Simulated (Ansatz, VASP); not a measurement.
# CdSnSe2: VASP beside Ansatz, part 2 of 2

Wanted: the spread between two codes on one cell, functional and k mesh. The cell is invented: As first built, before any earlier steps moved the atoms (in the runner's words): it takes the SnPbSe2 structure with some of its atoms replaced by other elements, volume scaled by an estimate. It may not be a known or stable phase. The cell is a member of a volume series, scaled by 1.02 from a relaxed one, so a pressure remains.

VASP 6.6.1 and Ansatz 0.2.0.

So far. Step 2 (Ansatz: single point, r2SCAN with D4, volume scaled by …): The run ends at a pressure of -1.12 GPa, with forces up to 0.026 eV/Å. Step 5 (VASP: single point, r2SCAN with D4, volume scaled by …): The run ends at a pressure of -3.08 GPa, with forces up to 0.055 eV/Å.

### 6. Ansatz: single point, r2SCAN with D4, volume scaled by 1.06

Level of this step: Ansatz beside VASP: Kohn-Sham DFT, plane waves, r2SCAN with D4 (Ansatz).

The same cell, functional, mesh and smearing now go to Ansatz, which takes its cutoff from its data sets.

The cell is a member of a volume series, scaled by 1.06 from a relaxed one, so a pressure remains.

input.yaml

```yaml
crystal:
  lattice:
    - [2.1158267533, 1.2215735239, 6.797406143]
    - [-2.1158267533, 1.2215735239, 6.797406143]
    - [0.0, -2.4431460699, 6.7974061483]
  atoms:
    - { symbol: Sn, position: [0.5, 0.5, 0.5] }
    - { symbol: Cd, position: [0.0, 0.0, 0.0] }
    - { symbol: Se, position: [0.7444954559, 0.7444954559, 0.7444954559] }
    - { symbol: Se, position: [0.2555045441, 0.2555045441, 0.2555045441] }
hamiltonian:
  xc: r2scan
  pseudopotentials: { kind: paw }
  dispersion: d4
kpoints:
  mp_grid: { grid: [6, 6, 6] }
scf:
  occupations: { method: fermi_dirac, width: 0.05 }
  n_extra_bands: 5
output:
  forces: true
  stress: true
  eigenvalues: true
```

On the command line:

```
$ ansatz run input.yaml --threads 2 --pin off --max-ram 4608MiB --backend cpu --events-out ev --progress --plain --runs-dir out
```

Numbers of over 12 decimals in the logs are rounded to 6 here.

Log:

```text
[...]
Crystal: 4 atoms, lattice volume = 105.413 Å³
Basis set: ecut = 500 eV, 2707 PW (Γ), FFT grids on a1−a3, a2−a3, a3, exchange–correlation on 128×128×216 points (64 copies of the dense FFT grid, shifted against one another)
Bands: 38, of which v1, the nominal top of the filled ones, is band 33 counted from 1 (32 counted from 0)
Symmetry: 12 space group operations
[...]
k-point 0: bands = [... 29 lower, 7.3302, 7.3302, 7.7179, 7.7179, 10.5695, 11.6623, 11.6623, 12.4010, ... 1 higher]
  k-point 1: bands = [... 29 lower, 7.1557, 7.3234, 7.3701, 8.6849, 10.3708, 11.7000, 12.1598, 13.4343, ... 1 higher]
  k-point 2: bands = [... 29 lower, 6.8201, 6.8523, 6.9325, 8.3372, 10.1980, 12.1260, 12.7789, 13.5704, ... 1 higher]
  k-point 31: bands = [... 29 lower, 7.4688, 7.5107, 7.5107, 9.2216, 9.8753, 12.1899, 12.1899, 13.3152, ... 1 higher]
[key lines of the parts left out:]
SCF converged after 7 iterations
Free energy (F): -25265.646207 eV
Fermi energy:    9.353011 eV
P = ⅓ Tr σ = -2.9682 GPa (-29.682 kbar)
```

Run time: 7.9 s. Hardware: 2 threads of Arm Neoverse V2, shared host; peak memory 0.69 GiB; 16 s of CPU time.

The run ends at a pressure of -2.97 GPa, with forces up to 0.069 eV/Å.

### 7. Differences

Both answers:

| quantity | Ansatz | VASP | difference |
| --- | --- | --- | --- |
| pressure (GPa) | -2.97 | -3.08 | +0.12 |
| gap on the k mesh (eV) | 0.286 | 0.279 | +0.008 |

Forces (eV/Å; atoms numbered as in POSCAR):

| atom | Ansatz x, y, z | VASP x, y, z |
| --- | --- | --- |
| Sn1 | 0.000, 0.000, 0.000 | 0.000, 0.000, 0.000 |
| Cd2 | 0.000, 0.000, 0.000 | 0.000, 0.000, 0.000 |
| Se3 | 0.000, 0.000, -0.069 | 0.000, 0.000, -0.055 |
| Se4 | 0.000, 0.000, 0.069 | 0.000, 0.000, 0.055 |

The forces differ by 5.6 meV/Å r.m.s., which is 25.1 % of the r.m.s. force of 0.02 eV/Å (both taken over all components). A gap on the mesh is an upper bound, since the band edges may lie between its points. Ansatz's pressure holds a Pulay correction of 0.03 GPa; VASP's holds none.

### 8. VASP: band structure, r2SCAN

The same path points are solved in both programs, so levels can be compared one by one. The cell compared in this pair holds 99.45 Å³, against 105.41 Å³ for the pair before.

INCAR

```
SYSTEM = CdSnSe2
PREC = Accurate
ENCUT = 400
EDIFF = 1E-06
NELM = 100
ISMEAR = -1
SIGMA = 0.05
LREAL = .FALSE.
ALGO = Normal
METAGGA = R2SCAN
LASPH = .TRUE.
NBANDS = 33
LORBIT = 11
LWAVE = .FALSE.
LCHARG = .FALSE.
KPAR = 2
```

POSCAR

```
CdSnSe2
1.0
    2.0751276433      1.1980758745      6.6666542373
   -2.0751276433      1.1980758745      6.6666542373
    0.0000000000     -2.3961507900      6.6666542425
Sn Cd Se
1 1 2
Direct
    0.5000000000      0.5000000000      0.5000000000
    0.0000000000      0.0000000000      0.0000000000
    0.7444954559      0.7444954559      0.7444954559
    0.2555045441      0.2555045441      0.2555045441
```

KPOINTS

```
Automatic mesh
0
Gamma
6 6 6
0 0 0
```

KPOINTS_OPT

```
Line mode
16
Line-mode
Reciprocal
  0.00000000   0.00000000   0.00000000 GAMMA
  0.50000000   0.00000000   0.00000000 L

  0.50000000   0.00000000   0.00000000 L
  0.50000000   0.18819752  -0.18819752 B1

  0.81180248   0.50000000   0.18819752 B
  0.50000000   0.50000000   0.50000000 Z

  0.50000000   0.50000000   0.50000000 Z
  0.00000000   0.00000000   0.00000000 GAMMA

  0.00000000   0.00000000   0.00000000 GAMMA
  0.34409876   0.00000000  -0.34409876 X

  0.65590124   0.34409876   0.00000000 Q
  0.50000000   0.50000000   0.00000000 F

  0.50000000   0.50000000   0.00000000 F
  0.65590124   0.65590124   0.18819752 P1

  0.65590124   0.65590124   0.18819752 P1
  0.50000000   0.50000000   0.50000000 Z

  0.50000000   0.00000000   0.00000000 L
  0.81180248   0.34409876   0.34409876 P
```

Potentials, in the order of the species: Sn_d, Cd and Se (PBE family, release 64).

On the command line:

```
$ mpirun -np 2 vasp_std
```

Log:

```text
[... set-up lines as in an earlier step ...]
 entering main loop
       N       E                     dE             d eps       ncg     rms          rms(c)
DAV:   1     0.233211757881E+03    0.23321E+03   -0.15662E+04  2292   0.114E+03
DAV:   2    -0.497918633280E+02   -0.28300E+03   -0.26722E+03  2155   0.356E+02
DAV:   3    -0.827202953017E+02   -0.32928E+02   -0.32399E+02  2474   0.105E+02
DAV:   4    -0.837603668331E+02   -0.10401E+01   -0.10387E+01  2501   0.192E+01
[...]
DAV:  12    -0.755130739468E+02   -0.14909E-04   -0.32488E-05  2601   0.427E-02    0.193E-02
DAV:  13    -0.755130758454E+02   -0.18986E-05   -0.74356E-06  2443   0.183E-02    0.314E-03
DAV:  14    -0.755130761466E+02   -0.30123E-06   -0.38326E-07  1418   0.512E-03
   1 F= -.75513076E+02 E0= -.75512364E+02  d E =-.142378E-02
 Start KPOINTS_OPT (optional k-point list driver)
k-point batch [1-32\144]
       N       E                     dE             ncg
DAV:   1     0.240270264568E+04   -0.22689E+05     2213
DAV:   2    -0.682275794544E+04   -0.92255E+04     2168
DAV:   3    -0.787748646407E+04   -0.10547E+04     2514
DAV:   4    -0.791171959679E+04   -0.34233E+02     2463
DAV:   5    -0.791237698376E+04   -0.65739E+00     2815
DAV:   6    -0.791239853790E+04   -0.21554E-01     2508
DAV:   7    -0.791240003579E+04   -0.14979E-02     3198
DAV:   8    -0.791240004280E+04   -0.70060E-05     2170
DAV:   9    -0.791240004303E+04   -0.23340E-06     1751
[...]
k-point batch [129-144\144]
       N       E                     dE             ncg
DAV:   1     0.106362134289E+05   -0.15008E+05     1114
DAV:   2     0.610299899625E+04   -0.45332E+04     1072
DAV:   3     0.559783178447E+04   -0.50517E+03     1275
DAV:   4     0.558218708778E+04   -0.15645E+02     1270
DAV:   5     0.558188622766E+04   -0.30086E+00     1392
DAV:   6     0.558187608063E+04   -0.10147E-01     1271
DAV:   7     0.558187535963E+04   -0.72100E-03     1632
DAV:   8     0.558187535502E+04   -0.46113E-05     1096
DAV:   9     0.558187535473E+04   -0.29055E-06      928
```

From OUTCAR (step 8):

```text
  Total        0.4772868      0.4772869      0.5116889      0.0000000      0.0000000      0.0000000
  in kB        7.6895660      7.6895666      8.2438174      0.0000000      0.0000004      0.0000000
  external PRESSURE =       7.8743167 kB  Pullay stress =       0.0000000 kB

 POSITION                                       TOTAL-FORCE (eV/Angst)
 -----------------------------------------------------------------------------------
      0.00000      0.00000      9.99998         0.000000      0.000000      0.000000
      0.00000      0.00000      0.00000         0.000000      0.000000      0.000000
      0.00000      0.00000     14.88988         0.000000     -0.000000     -0.000467
      0.00000      0.00000      5.11008         0.000000      0.000000      0.000467
 -----------------------------------------------------------------------------------
    total drift:                                0.000000      0.000000     -0.000000

  FREE ENERGIE OF THE ION-ELECTRON SYSTEM (eV)
  ---------------------------------------------------
  free  energy   TOTEN  =       -75.5130761466 eV

  energy  without entropy=      -75.5116523643  energy(sigma->0) =      -75.51236426

[... 3 further parts left out ...]
[key lines of the parts left out:]
E-fermi :   4.6909
```

The run ends at a pressure of 0.79 GPa, with forces up to 4.7e-4 eV/Å.

### 9. Ansatz: band structure, r2SCAN

The same cell, functional, mesh and smearing now go to Ansatz, which takes its cutoff from its data sets.

The cell is taken from a series of VASP runs on this material, whose earlier steps may have relaxed, scaled or displaced it; both programs get it as it stands.

input.yaml

```yaml
crystal:
  lattice:
    - [2.0751276433, 1.1980758745, 6.6666542373]
    - [-2.0751276433, 1.1980758745, 6.6666542373]
    - [0.0, -2.39615079, 6.6666542425]
  atoms:
    - { symbol: Sn, position: [0.5, 0.5, 0.5] }
    - { symbol: Cd, position: [0.0, 0.0, 0.0] }
    - { symbol: Se, position: [0.7444954559, 0.7444954559, 0.7444954559] }
    - { symbol: Se, position: [0.2555045441, 0.2555045441, 0.2555045441] }
hamiltonian:
  xc: r2scan
  pseudopotentials: { kind: paw }
kpoints:
  mp_grid: { grid: [6, 6, 6] }
  band_path:
    path:
      - [0.0, 0.0, 0.0]
      - [0.13333, 0.0, 0.0]
      - [0.3, 0.0, 0.0]
      - [0.46667, 0.0, 0.0]
      - [0.5, 0.0, 0.0]
      - [0.5, 0.03764, -0.03764]
      - [0.5, 0.10037, -0.10037]
      - [0.5, 0.1631, -0.1631]
      - [0.77023, 0.5, 0.22977]
      - [0.66629, 0.5, 0.33371]
      - [0.56236, 0.5, 0.43764]
      - [0.54157, 0.5, 0.45843]
      - [0.46667, 0.46667, 0.46667]
      - [0.3, 0.3, 0.3]
      - [0.13333, 0.13333, 0.13333]
      - [0.0, 0.0, 0.0]
      - [0.1147, 0.0, -0.1147]
      - [0.20646, 0.0, -0.20646]
      - [0.32116, 0.0, -0.32116]
      - [0.62472, 0.37528, 0.0]
      - [0.57275, 0.42725, 0.0]
      - [0.52079, 0.47921, 0.0]
      - [0.52079, 0.52079, 0.02509]
      - [0.57275, 0.57275, 0.08783]
      - [0.62472, 0.62472, 0.15056]
      - [0.64551, 0.64551, 0.20898]
      - [0.59354, 0.59354, 0.31292]
      - [0.54157, 0.54157, 0.41685]
      - [0.5, 0.0, 0.0]
      - [0.60393, 0.1147, 0.1147]
      - [0.70787, 0.2294, 0.2294]
      - [0.8118, 0.3441, 0.3441]
    npoints: 1
scf:
  occupations: { method: fermi_dirac, width: 0.05 }
  n_extra_bands: 8
output:
  forces: true
  stress: true
  eigenvalues: true
```

On the command line:

```
$ ansatz run input.yaml --threads 2 --pin off --max-ram 4608MiB --backend cpu --events-out ev --progress --plain --runs-dir out
```

Log:

```text
[...]
k-point 0: bands = [... 29 lower, 8.0893, 8.0893, 8.5386, 8.5386, 11.4600, 12.5836, 12.5836, 13.6577, ... 4 higher]
  k-point 1: bands = [... 29 lower, 7.9028, 8.0894, 8.1501, 9.6759, 11.3366, 12.7165, 13.1525, 14.5539, ... 4 higher]
  k-point 2: bands = [... 29 lower, 7.5378, 7.5856, 7.6813, 9.2719, 11.1346, 13.1645, 13.8562, 14.6536, ... 4 higher]
  k-point 31: bands = [... 29 lower, 8.2354, 8.3125, 8.3125, 10.2625, 10.8999, 13.1979, 13.1979, 14.2217, ... 4 higher]
[key lines of the parts left out:]
SCF converged after 7 iterations
Free energy (F): -25265.152549 eV
Fermi energy:    10.315272 eV
P = ⅓ Tr σ = 0.8852 GPa (8.852 kbar)
```

The job ended after 12 s (2 threads; peak memory 0.68 GiB).

### 10. Comparison

Both answers:

| quantity | Ansatz | VASP | difference |
| --- | --- | --- | --- |
| pressure (GPa) | 0.89 | 0.79 | +0.10 |
| gap over the path points (eV) | 0.060 | 0.052 | +0.009 |

Levels at points of the path, from each program's valence-band top (eV; 4 filled, then empty):

| k (reciprocal lattice) | Ansatz | VASP |
| --- | --- | --- |
| 0.000 0.000 0.000 | -2.25 -2.25 -1.80 -1.80 1.12 2.24 2.24 | -2.25 -2.24 -1.80 -1.80 1.11 2.24 2.24 |
| 0.133 0.000 0.000 | -2.38 -2.21 -2.07 -0.92 1.13 2.08 2.64 | -2.37 -2.21 -2.07 -0.91 1.12 2.08 2.64 |
| 0.300 0.000 0.000 | -2.73 -2.66 -2.53 -0.90 1.03 2.65 3.42 | -2.73 -2.66 -2.52 -0.90 1.02 2.65 3.42 |
| 0.467 0.000 0.000 | -3.60 -3.00 -2.94 -1.51 0.09 3.40 3.69 | -3.60 -3.00 -2.94 -1.51 0.08 3.39 3.68 |
| 0.500 0.000 0.000 | -3.87 -3.01 -2.95 -1.53 0.06 3.42 3.69 | -3.87 -3.01 -2.95 -1.53 0.05 3.42 3.69 |
| 0.500 0.038 -0.038 | -3.93 -3.28 -3.14 -1.16 0.37 3.24 3.36 | -3.93 -3.28 -3.14 -1.16 0.37 3.24 3.36 |
| 0.500 0.100 -0.100 | -4.39 -3.54 -3.25 -0.42 1.53 2.46 2.65 | -4.39 -3.54 -3.25 -0.42 1.53 2.46 2.65 |
| 0.500 0.163 -0.163 | -4.66 -3.20 -3.09 -0.81 0.95 2.83 3.40 | -4.66 -3.20 -3.08 -0.81 0.94 2.83 3.40 |
| 0.770 0.500 0.230 | -4.06 -2.97 -2.84 -1.60 0.23 3.26 3.77 | -4.06 -2.97 -2.84 -1.61 0.22 3.26 3.77 |
| 0.666 0.500 0.334 | -3.38 -2.71 -2.57 -1.21 0.76 3.00 3.16 | -3.38 -2.71 -2.57 -1.21 0.75 3.00 3.16 |

At this near-relaxed geometry the largest component of a force difference is 18 meV/Å. Among the levels compared at these points, filled levels agree within 8 meV and empty ones within 10 meV. Ansatz's pressure holds a Pulay correction of 0.03 GPa; VASP's holds none.

### 11. Results

| Property | Result |
| --- | --- |
| difference in gap on the k mesh (single point, r2SCAN with D4, volume scaled by 1.02) | 0.0080 eV |
| r.m.s. force difference (single point, r2SCAN with D4, volume scaled by 1.02) | 6.7 meV/Å |
| difference in gap on the k mesh (single point, r2SCAN with D4, volume scaled by 1.06) | 0.0076 eV |
| difference in gap over the path points (band structure, r2SCAN) | 0.0086 eV |
| r.m.s. force difference (band structure, r2SCAN) | 7.4 meV/Å |

The r.m.s. force difference is 7.4 meV/Å (band structure, r2SCAN), within the 12 meV/Å picked in this series as the mark of a large difference. 2 further runs of this series are not shown here. Such differences can come from data sets, numerical settings and the points named under the comparisons, not from the functional's error against experiment.

[Lines on the potential files, build, host, timing and source positions are cut from VASP's logs without a mark.]

[Logs are printed without paths, hosts, clocks, repeated set-up lines and the standing remarks that a program may print on its own settings, such as how far it seeks lower states.]

[Hosts, paths, dates, database ids (printed as entryN), source tags and the programs' standing remarks are cut or masked in the printed files.]
